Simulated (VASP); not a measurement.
Input for VASP

**POSCAR**
```
Be2C
1
    0.0000000000     2.1533614516     2.1533614516
    2.1533614516     0.0000000000     2.1533614516
    2.1533614516     2.1533614516    -0.0000000000
Be C
2 1
Direct
  0.2500000000   0.2500000000   0.2500000000
  0.7500000000   0.7500000000   0.7500000000
  0.0000000000   1.0000000000   0.0000000000
```

**KPOINTS**
```
Automatic mesh
0
Gamma
10 10 10
0 0 0
```

### INCAR
```
ALGO = Normal
EDIFF = 1E-7
ENCUT = 520
GGA = PE
ISIF = 2
ISMEAR = -5
IVDW = 13
LASPH = .True.
LCHARG = .True.
LEFG = .True.
LORBIT = 11
LREAL = .False.
LWAVE = .False.
NEDOS = 601
NELM = 100
PREC = Accurate
SYSTEM = Be2C
```

POTCAR, in this order: Be C (PBE.64 set). Program: vasp_std.

Task: Write an equivalent input for Ansatz.

Result: One equivalent input (not run):
Ansatz 0.2 input:
```yaml
crystal:
  lattice:
    - [0.0000000, 2.1533615, 2.1533615]
    - [2.1533615, 0.0000000, 2.1533615]
    - [2.1533615, 2.1533615, 0.0000000]
  atoms:
    - { symbol: Be, position: [0.2500000, 0.2500000, 0.2500000] }
    - { symbol: Be, position: [0.7500000, 0.7500000, 0.7500000] }
    - { symbol: C, position: [0.0000000, 1.0000000, 0.0000000] }
kpoints:
  mp_grid: { grid: [10, 10, 10] }
hamiltonian:
  xc: pbe
  dispersion: d4
  pseudopotentials: { kind: paw }
scf:
  occupations: { method: tetrahedron }
  max_iter: 100
output: { forces: true, stress: true, eigenvalues: true }
```
The two are equivalent in intent, not identical: each code has its own PAW files, so the cut-off isn't converted (ENCUT is set for VASP's; basis.ecutwfc is left out, and Ansatz then takes the one that its files recommend); Ansatz stops its SCF on the density residual and VASP on the energy change (EDIFF); the field gradients of LEFG aren't asked of the other code.

The compound is Be2C in the antifluorite structure. It was relaxed first.
